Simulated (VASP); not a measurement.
All values below come from PBEsol GGA, VASP's PBE PAW potentials (set 64) (plane waves; VASP).

Input for VASP

KPOINTS:
```
K-points
0
G
  3 6 3
0 0 0
```

INCAR:
```
ALGO  =  Normal
EDIFF  =  1E-6
ENCUT  =  300
GGA  =  PS
ISIF  =  2
ISMEAR  =  0
LASPH  =  .TRUE.
LCHARG  =  .FALSE.
LMAXMIX  =  6
LREAL  =  .FALSE.
LWAVE  =  .FALSE.
NELM  =  100
PREC  =  Accurate
SIGMA  =  0.136
SYSTEM  =  PW
```

**POSCAR**
```
PW
1
    5.7417100000     0.0000000000     0.0000000000
    0.0000000000     3.2706200000     0.0000000000
    0.0000000000     0.0000000000     6.2033100000
P W
4 4
Direct
  0.3143800000   0.7500000000   0.5678400000
  0.6856200000   0.2500000000   0.4321600000
  0.1856200000   0.2500000000   0.0678400000
  0.8143800000   0.7500000000   0.9321600000
  0.9862900000   0.7500000000   0.3127800000
  0.0137100000   0.2500000000   0.6872200000
  0.5137100000   0.2500000000   0.8127800000
  0.4862900000   0.7500000000   0.1872200000
```

POTCAR, in this order: P W_sv (PBE.64 set). Program: vasp_std.

At this cut-off the stress carries a Pulay error, which pulls relaxed volumes low. Unless said otherwise, spin-orbit coupling is left out, though it shifts the bands of the heavy elements here.

Task: Predict the energy per atom (σ→0), pressure, largest force, band gap (on the k-mesh).

Result: 
| Quantity | Result |
|---|---|
| energy per atom (σ→0) | -10.240 eV/atom |
| band gap (on the k-mesh) | none (metal, semimetal or under 0.01 eV) |
| pressure | -3.91 GPa |
| largest force | 0.130 eV/Å |

**OSZICAR**
```
...
DAV:   7    -0.819701915418E+02    0.31633E+00   -0.98895E-01  1664   0.460E+00    0.578E+00
DAV:   8    -0.819341075720E+02    0.36084E-01   -0.12339E-01  1761   0.172E+00    0.654E-01
DAV:   9    -0.819309068110E+02    0.32008E-02   -0.82124E-03  1728   0.503E-01    0.361E-01
DAV:  10    -0.819304123854E+02    0.49443E-03   -0.21561E-03  1729   0.259E-01    0.136E-01
DAV:  11    -0.819304133587E+02   -0.97328E-06   -0.11260E-04  1864   0.559E-02    0.656E-02
DAV:  12    -0.819304184341E+02   -0.50754E-05   -0.19768E-05  1654   0.224E-02    0.132E-02
DAV:  13    -0.819304176390E+02    0.79507E-06   -0.27690E-06  1336   0.833E-03
   1 F= -.81930418E+02 E0= -.81918600E+02  d E =-.236358E-01
```

The structure comes from a computed database's PW entry (Pnma); how it stands against other phases isn't given here. The cell was not relaxed at this level. The k-mesh is coarse (spacing up to 0.36 per Å, 2π included), so the numbers may not be converged in it.
